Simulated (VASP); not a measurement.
Here is the system:

```
CELL_PARAMETERS angstrom
     -1.49397     1.49397     1.49397
      1.49397    -1.49397     1.49397
      1.49397     1.49397    -1.49397
ATOMIC_POSITIONS crystal
  V  0.00000 0.00000 0.00000
```

The numbers are results of PBE GGA with spin-orbit coupling, VASP's PBE PAW potentials (set 64) (plane waves; VASP), not measurements. Run with 400 eV cut-off, 15×15×15 Γ-centred mesh, Gaussian smearing of 0.050 eV, potentials V_sv.

**Question.** Give the energies of bands 9 to 19 at the high-symmetry points, in eV from the Fermi level.

**Answer.** 
```json
[
 {"band": "9", "Γ": "-6.60", "H": "-3.03", "N": "-3.20", "P": "-1.13"},
 {"band": "10", "Γ": "-6.60", "H": "-3.03", "N": "-3.20", "P": "-1.13"},
 {"band": "11", "Γ": "0.41", "H": "-3.03", "N": "-1.14", "P": "-1.10"},
 {"band": "12", "Γ": "0.41", "H": "-3.03", "N": "-1.14", "P": "-1.10"},
 {"band": "13", "Γ": "0.41", "H": "3.76", "N": "1.68", "P": "-1.10"},
 {"band": "14", "Γ": "0.41", "H": "3.76", "N": "1.68", "P": "-1.10"},
 {"band": "15", "Γ": "0.45", "H": "3.76", "N": "2.46", "P": "2.89"},
 {"band": "16", "Γ": "0.45", "H": "3.76", "N": "2.46", "P": "2.89"},
 {"band": "17", "Γ": "2.46", "H": "3.82", "N": "2.83", "P": "2.89"},
 {"band": "18", "Γ": "2.46", "H": "3.82", "N": "2.83", "P": "2.89"},
 {"band": "19", "Γ": "2.46", "H": "10.17", "N": "4.18", "P": "10.47"}
]
```

It has no gap at this level: it comes out as a metal or semimetal.

The compound is V in the bcc structure. It was relaxed first.
